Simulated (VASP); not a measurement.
Crystal: Sn2C.

```
CELL_PARAMETERS angstrom
3.47827 0.02267 -0.01749
-3.43900 6.10824 0.06631
-0.05861 0.09444 11.42300
ATOMIC_POSITIONS crystal
Sn 0.25975 0.28223 0.15455
Sn 0.35043 0.83650 0.16748
Sn 0.64174 0.18515 0.85733
Sn 0.56618 0.65821 0.83009
Sn 0.60851 0.14886 0.39393
Sn 0.59176 0.66468 0.40189
Sn 0.25782 0.29761 0.59019
Sn 0.30087 0.83435 0.63634
C 0.08957 0.01178 0.06011
C 0.98180 0.52186 0.06279
C 0.03320 0.01343 0.93490
C 0.96348 0.50570 0.92709
```

The cell was built by a generator and needn't be a form met in nature.

- Program: VASP 6.6.1
- Task: relaxation of cell and atoms
- Functional: PBE
- Potentials or basis: VASP PAW PBE potentials, release 64 (Sn_d, C)
- Cutoff: 520 eV
- k mesh: 7 × 7 × 2
- Occupations: gaussian, width 0.15 eV
- Spin: no spin polarisation

At the start: pressure 3.3 GPa; volume 20.30 Å³/atom.

Question: Where does the relaxation end?

Answer: Over 76 steps the energy falls by 190.9 meV/atom and the volume is 20.91 Å³/atom (+3.0 %); space group P1 (No. 1, to 0.05 Å).

Step by step:
```csv
step,energy change (eV),largest force (eV/Å),pressure (GPa),volume (Å³)
1,0.0000,4.3284,3.31,243.56
3,-1.4451,2.5857,2.05,252.98
5,-1.7186,1.4723,-1.28,259.32
7,-2.0120,0.8268,-1.30,258.72
9,-2.0699,1.0580,0.10,254.51
11,-2.1382,1.0211,0.31,249.31
13,-2.1766,0.3810,1.03,247.39
15,-2.2207,0.5118,0.10,252.69
17,-2.2286,0.2191,-0.49,253.95
19,-2.2486,0.4520,-0.19,252.65
21,-2.2592,0.2075,0.06,251.48
23,-2.2701,0.1868,-0.06,250.65
25,-2.2719,0.2606,0.03,250.19
27,-2.2751,0.1181,0.23,249.97
29,-2.2774,0.1141,0.04,250.46
31,-2.2785,0.1325,0.01,250.85
33,-2.2789,0.1454,0.10,251.14
35,-2.2803,0.0917,-0.06,251.34
37,-2.2817,0.1172,0.02,251.10
39,-2.2828,0.1045,0.14,250.73
41,-2.2832,0.1483,0.04,250.52
43,-2.2842,0.1195,0.15,250.35
45,-2.2850,0.0833,0.16,250.33
47,-2.2863,0.0817,-0.03,250.75
49,-2.2877,0.0732,-0.03,251.08
51,-2.2879,0.2210,0.26,250.74
53,-2.2881,0.1723,-0.01,250.82
55,-2.2889,0.1274,0.13,250.66
57,-2.2894,0.0890,0.20,250.51
59,-2.2895,0.0721,-0.01,250.45
61,-2.2896,0.0551,0.13,250.38
63,-2.2899,0.0426,-0.01,250.60
65,-2.2902,0.0450,-0.04,250.73
67,-2.2901,0.2173,0.03,251.00
69,-2.2908,0.0819,0.00,250.88
71,-2.2911,0.0443,-0.11,251.06
73,-2.2912,0.0426,-0.09,251.03
75,-2.2912,0.0418,-0.07,251.03
76,-2.2913,0.0290,-0.04,250.96
```

Final structure:
```
Sn C
1.0
     3.49908   -0.00618   -0.00965
    -3.51096    6.08957   -0.00493
    -0.02197   -0.02672   11.79006
Sn C
8 4
Direct
  0.31366 0.33174 0.15756
  0.31203 0.83149 0.15765
  0.64274 0.16508 0.84494
  0.64255 0.66503 0.84488
  0.61445 0.16037 0.38403
  0.59925 0.65878 0.38347
  0.30837 0.32761 0.61976
  0.30301 0.82733 0.61970
  0.97629 0.99800 0.05959
  0.97828 0.49828 0.05979
  0.97687 0.99821 0.94260
  0.97764 0.49842 0.94275
```
